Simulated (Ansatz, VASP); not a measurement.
One calculation of Zr, two programs

```
CELL_PARAMETERS angstrom
-1.59172 -2.75693 0.00000
-1.59172 2.75693 0.00000
0.00000 0.00000 -5.11763
ATOMIC_POSITIONS crystal
Zr 0.33333 0.66667 0.25000
Zr 0.66667 0.33333 0.75000
```

Alike in both runs: functional PBEsol; k mesh 15 × 15 × 8; occupations gaussian, width 0.1 eV; no spin polarisation.

Ansatz relaxed the structure, and its values are those at the end. VASP's run is a single point on that final structure, the one shown.

|  | VASP | Ansatz |
| --- | --- | --- |
| version | VASP 6.6.1 | Ansatz 0.2.0 |
| potentials or method | VASP PAW PBE potentials, release 64 (Zr_sv) | scalar-relativistic, plane waves, PAW |
| plane-wave cutoff (eV) | 520 | 420 |
| valence electrons in the cell | 24 | 24 |

Ansatz gave:

| Property | Result |
| --- | --- |
| gap on the k mesh at the Fermi level (eV) | none |
| pressure (GPa) | 0.0 |

**Question.** Which values does VASP return?

**Answer.** gap on the k mesh at the Fermi level (eV): none; pressure (GPa): 0.1.

A gap of «none» marks a metal or a gap that the smearing closes.

Caveats: the PAW data sets were made with another functional, which shifts forces and pressure a little (VASP).
